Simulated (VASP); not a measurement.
A convergence study with VASP on Li (bcc): one setting is varied, all else stays as given below, so the limit is that of these other settings.

```
CELL_PARAMETERS angstrom
     -1.74500     1.74500     1.74500
      1.74500    -1.74500     1.74500
      1.74500     1.74500    -1.74500
ATOMIC_POSITIONS crystal
  Li 0.00000 0.00000 0.00000
```

All values below come from PBE GGA, VASP's PBE PAW potentials (set 64) (plane waves; VASP). The tightest run used: 700 eV cut-off, 20×20×20 Monkhorst-Pack mesh, first-order Methfessel-Paxton smearing of 0.10 eV, potentials Li_sv.

| setting | E (eV/atom) | pressure (GPa) | irreducible k-points |
|---|---|---|---|
| 1×1×1 mesh | -4.0952 | -8.16 | 1 |
| 2×2×2 mesh | -1.6865 | 0.43 | 2 |
| 3×3×3 mesh | -2.0635 | -1.38 | 4 |
| 4×4×4 mesh | -1.8768 | -0.70 | 6 |
| 5×5×5 mesh | -1.8983 | -0.80 | 10 |
| 6×6×6 mesh | -1.9227 | -0.87 | 14 |
| 7×7×7 mesh | -1.9036 | -0.77 | 20 |
| 8×8×8 mesh | -1.9176 | -0.90 | 26 |
| 9×9×9 mesh | -1.9045 | -0.78 | 35 |
| 10×10×10 mesh | -1.9058 | -0.81 | 44 |

**Question.** These are the cheaper rows. Estimate the results at 20×20×20 mesh, and how far the last row shown lies from them.

**Answer.** 
| quantity | tightest run | last row shown is off by |
|---|---|---|
| E (eV/atom) | -1.9017 | -0.0041 |
| pressure (GPa) | -0.78 | -0.03 |

Left out are rungs that failed or repeat a setting and relaxations that didn't move; long series are thinned to 24 rows.

The compound is Li in the bcc structure. The cell was not relaxed at this level.
